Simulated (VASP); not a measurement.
Computed with MS2 meta-GGA, VASP's PBE PAW potentials (set 64) (plane waves; VASP).

The input files of a VASP run:

**KPOINTS**
```
K-points
0
G
 8 8 12
```

**KPOINTS_OPT**
```
k-points along high-symmetry lines
6
Line-mode
Reciprocal
  0.000000   0.000000   0.000000 ! GAMMA
  0.000000   0.500000   0.000000 ! X

  0.000000   0.500000   0.000000 ! X
  0.500000   0.500000   0.000000 ! M

  0.500000   0.500000   0.000000 ! M
  0.000000   0.000000   0.000000 ! GAMMA

  0.000000   0.000000   0.000000 ! GAMMA
  0.000000   0.000000   0.500000 ! Z

  0.000000   0.000000   0.500000 ! Z
  0.000000   0.500000   0.500000 ! R

  0.000000   0.500000   0.500000 ! R
  0.500000   0.500000   0.500000 ! A

  0.500000   0.500000   0.500000 ! A
  0.000000   0.000000   0.500000 ! Z

  0.000000   0.500000   0.000000 ! X
  0.000000   0.500000   0.500000 ! R

  0.500000   0.500000   0.000000 ! M
  0.500000   0.500000   0.500000 ! A
```

File POSCAR:
```
CrO2
1
    4.4038252044    -0.0000000000     0.0000000000
    0.0000000000     4.4038252044     0.0000000000
    0.0000000000     0.0000000000     2.9275347164
Cr O
2 4
Direct
  0.0000000000   0.0000000000   0.0000000000
  0.5000000000   0.5000000000   0.5000000000
  0.3022089506   0.3022089506   0.0000000000
  0.8022089506   0.1977910494   0.5000000000
  0.1977910494   0.8022089506   0.5000000000
  0.6977910494   0.6977910494   0.0000000000
```

INCAR:
```
! general
SYSTEM  = CrO2
PREC    = Accurate
ENCUT   = 520
LREAL   = .FALSE.
LASPH   = .TRUE.

! electronic loop
EDIFF   = 1E-7
NELM    = 100
ALGO    = Normal
LMAXMIX = 4
LMIXTAU = .TRUE.

! smearing
ISMEAR  = -5

! functional
METAGGA = MS2

! spin
ISPIN   = 2
MAGMOM  = 2*2.3 4*-0.1

! ions
ISIF    = 2

! output
LWAVE   = .FALSE.
LCHARG  = .FALSE.
LORBIT  = 11
NEDOS   = 601

! other
LEFG    = .TRUE.
```

POTCAR, in this order: Cr_pv O (PBE.64 set). Program: vasp_std.

Task: Estimate the energy per atom (σ→0), cell moment, band gap (over mesh and band path).

Result: 
- energy per atom (σ→0): -11.468 eV/atom
- cell moment: 4.00 μB
- band gap (over mesh and band path): none (metal, semimetal or under 0.01 eV)

**OSZICAR**
```
...
DAV:  17    -0.688058427912E+02    0.20268E-05   -0.14410E-05 15338   0.328E-02    0.131E-02
DAV:  18    -0.688058392922E+02    0.34989E-05   -0.72290E-07 15270   0.704E-03    0.905E-03
DAV:  19    -0.688058237315E+02    0.15561E-04   -0.58510E-07 13666   0.733E-03    0.621E-03
DAV:  20    -0.688058255222E+02   -0.17908E-05   -0.47500E-07 13672   0.491E-03    0.132E-03
DAV:  21    -0.688058272440E+02   -0.17218E-05   -0.32895E-08  7878   0.161E-03    0.591E-04
DAV:  22    -0.688058272837E+02   -0.39690E-07   -0.13315E-08  7830   0.881E-04
   1 F= -.68805827E+02 E0= -.68805827E+02  d E =0.000000E+00  mag=     4.0000
       N       E                     dE             ncg
```

The compound is CrO2 in the rutile structure. It was relaxed first.
